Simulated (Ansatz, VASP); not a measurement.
# CdPbSO in two plane-wave programs, part 2 of 2

Aim: how closely do two programs agree when they are given the same cell, functional and k mesh? The cell is invented: As first built, before any earlier steps moved the atoms (in the runner's words): it takes the PbS structure with some of its atoms replaced by other elements, volume scaled by an estimate. It may not be a known or stable phase. The cell is taken from a series of VASP runs on this material, whose earlier steps may have relaxed, scaled or displaced it; both programs get it as it stands. Valence electrons are named where the data sets of a main pair hold unlike numbers.

VASP 6.6.1 and Ansatz 0.2.0.

So far: Set-up; Ansatz: relaxation of cell and atoms, LDA; VASP: relaxation of cell and atoms, LDA.

## Step 3: VASP: relaxation of cell and atoms, LDA (continued)

Level of this step: LDA; plane waves and PAW (Pb_d, Cd, S, O); invented cell (VASP).

Numbers of over 12 decimals in the logs are rounded to 6 here.

From OUTCAR (step 3):

```text
ion  position               nearest neighbor table
   1  0.950  0.904  0.048-   4 2.48   4 2.50   4 2.50   3 2.98   3 2.98   3 3.08   2 3.25   2 3.51
                             2 3.68   2 3.69
   2  0.085  0.168  0.489-   4 2.33   4 2.35   3 2.54   3 2.57   3 2.58   1 3.25   1 3.51   1 3.68
                             1 3.69
   3  0.712  0.426  0.711-   2 2.54   2 2.57   2 2.58   1 2.98   1 2.98   1 3.08
   4  0.580  0.162  0.250-   2 2.33   2 2.35   1 2.48   1 2.50   1 2.50

  LATTYP: Found a triclinic cell.
 ALAT       =     3.8322573808
 B/A-ratio  =     0.9086611599
 C/A-ratio  =     1.7071090613
 COS(alpha) =     0.0042692038
 COS(beta)  =     0.2498665851
 COS(gamma) =     0.4598852780

 Subroutine GETGRP returns: Found  1 space group operations
 (whereof  1 operations were pure point group operations)

The static configuration has the point symmetry C_1 .

 Found     99 irreducible k-points:

   k-points           NKPTS =     99   k-points in BZ     NKDIM =     99   number of bands    NBANDS=     25

   dimension x,y,z NGX =    28 NGY =   28 NGZ =   50
   dimension x,y,z NGXF=    56 NGYF=   56 NGZF=  100

   ENCUT  =  520.0 eV  38.22 Ry    6.18 a.u.   6.47  7.09 12.16*2*pi/ulx,y,z

   NELECT =      38.0000    total number of electrons

 k-points in reciprocal lattice and weights: Automatic mesh
   0.00000000  0.00000000  0.00000000       0.005
   0.14285714 -0.00000000 -0.00000000       0.010
   0.28571429 -0.00000000 -0.00000000       0.010
   0.42857143 -0.00000000 -0.00000000       0.010
  -0.00000000  0.14285714 -0.00000000       0.010
   0.14285714  0.14285714  0.00000000       0.010
   0.28571429  0.14285714 -0.00000000       0.010
   0.42857143  0.14285714 -0.00000000       0.010
  -0.42857143  0.14285714  0.00000000       0.010
[...]
-0.28571429  0.42857143  0.50000000       0.010
  -0.14285714  0.42857143  0.50000000       0.010

 average (electrostatic) potential at core
       1 -92.1344       2 -36.7795       3 -86.3094       4 -70.9596

 E-fermi :   5.1642

 k-point     1 :       0.0000    0.0000    0.0000
  band No.  band energies     occupation
    ...
     15       2.3195      2.00000
     16       2.4658      2.00000
     17       2.8829      2.00000
     18       4.1260      2.00000
     19       4.9514      2.00000
     20       7.2606      0.00000
     21       8.8808      0.00000
     22       9.9946      0.00000
     23      11.1228      0.00000
     24      11.8970      0.00000
    ...

 k-point     2 :       0.1429   -0.0000   -0.0000
  band No.  band energies     occupation
    ...
     15       2.1999      2.00000
     16       2.7905      2.00000
     17       3.0226      2.00000
     18       3.7548      2.00000
     19       4.2153      2.00000
     20       7.6728      0.00000
     21       8.4116      0.00000
     22       9.7130      0.00000
     23      10.3745      0.00000
     24      11.8374      0.00000
    ...

 k-point     3 :       0.2857   -0.0000   -0.0000
  band No.  band energies     occupation
    ...
     15       1.6883      2.00000
     16       2.0475      2.00000
     17       3.0650      2.00000
     18       3.6867      2.00000
     19       3.7836      2.00000
     20       6.3218      0.00000
     21       8.3694      0.00000
     22       9.1897      0.00000
     23      10.0179      0.00000
     24      11.6570      0.00000
    ...

  Total       -0.0051871     -0.0158393     -0.0167333     -0.0116333      0.0008966     -0.0204040
  in kB       -0.1114700     -0.3403871     -0.3595983     -0.2499993      0.0192684     -0.4384824
  external PRESSURE =      -0.2704851 kB  Pullay stress =       0.0000000 kB

  energy-cutoff  :      520.00
  volume of cell :       74.55
      direct lattice vectors                 reciprocal lattice vectors
     3.484528413  0.037301668  0.002796271     0.285369620  0.152544895 -0.024578281
    -1.758826962  3.358747505  0.424928213    -0.003195786  0.302136029 -0.048053923
     0.007127700  1.028233812  6.464481599     0.000086629 -0.019926220  0.157860794

 POSITION                                       TOTAL-FORCE (eV/Angst)
 -----------------------------------------------------------------------------------
      1.72274      3.12033      0.69828         0.001997     -0.003525      0.005919
      0.00389      1.07193      3.23463        -0.003798      0.003588      0.001716
      1.73628      2.18901      4.77946         0.002135     -0.002888     -0.005486
      1.73909      0.82207      1.68927        -0.000334      0.002825     -0.002150
 -----------------------------------------------------------------------------------
    total drift:                               -0.000037     -0.000293     -0.000048

  FREE ENERGIE OF THE ION-ELECTRON SYSTEM (eV)
  ---------------------------------------------------
  free  energy   TOTEN  =       -18.8113944908 eV

  energy  without entropy=      -18.8113944908  energy(sigma->0) =      -18.81139449

 reached required accuracy - stopping structural energy minimisation

 total charge
# of ion       s       p       d       tot
------------------------------------------
    1        1.480   0.518   9.854  11.852
    2        0.409   0.306   9.583  10.298
    3        1.343   2.371   0.000   3.714
    4        1.574   3.298   0.000   4.872
--------------------------------------------------
tot          4.806   6.494  19.436  30.736

[... 3 further parts left out ...]
```

The gap is read on the k-mesh alone, so it is an upper bound where the band edges lie off the mesh.

## Step 4: Side by side

Known differences besides the potentials themselves: the two LDA forms differ slightly; both relaxations stop at a tolerance, which leaves soft axes loose, and VASP keeps its plane-wave basis; the data sets hold 46 valence electrons in Ansatz (on its default PAW (the set named soft_2) files) and 38 in VASP; the cutoff is 420 eV in Ansatz and 520 eV in VASP; VASP's log shows a relativistic correction to its local exchange, Ansatz's none; Ansatz adds a Pulay correction to the stress that steers its cell, VASP none. Total energies have different zeros and are not compared.

Compared:

| quantity | Ansatz | VASP | difference |
| --- | --- | --- | --- |
| volume (Å³) | 74.14 | 74.55 | -0.56 % |
| edge a after relaxation, in the typed setting (Å) | 3.477 | 3.485 | -0.21 % |
| edge b after relaxation, in the typed setting (Å) | 3.812 | 3.815 | -0.08 % |
| edge c after relaxation, in the typed setting (Å) | 6.529 | 6.546 | -0.25 % |

The walks stopped with -0.01 GPa left in Ansatz and -0.03 GPa in VASP; each walk ends within a tolerance, so the volume difference is uncertain by about these residues over the bulk modulus, most in soft cells.

## Step 5: What came out

| Property | Result |
| --- | --- |
| difference in volume (relaxation of cell and atoms, LDA) | -0.56 % |

What this shows: The difference in volume is -0.56 % (relaxation of cell and atoms, LDA), within the 1.2 % picked in this series as the mark of a large difference, as far as the stopping tolerances let one tell. The data sets hold unlike numbers of valence electrons (46 in Ansatz and 38 in VASP), so part of the differences comes from the potentials. How closely two codes agree says nothing of how well the functional describes the real material.

[Lines on the potential files, build, host, timing and source positions are cut from VASP's logs without a mark.]

[Logs are printed without paths, hosts, clocks, repeated set-up lines and the standing remarks that a program may print on its own settings, such as how far it seeks lower states.]

[Hosts, paths, dates, database ids (printed as entryN), source tags and the programs' standing remarks are cut or masked in the printed files.]
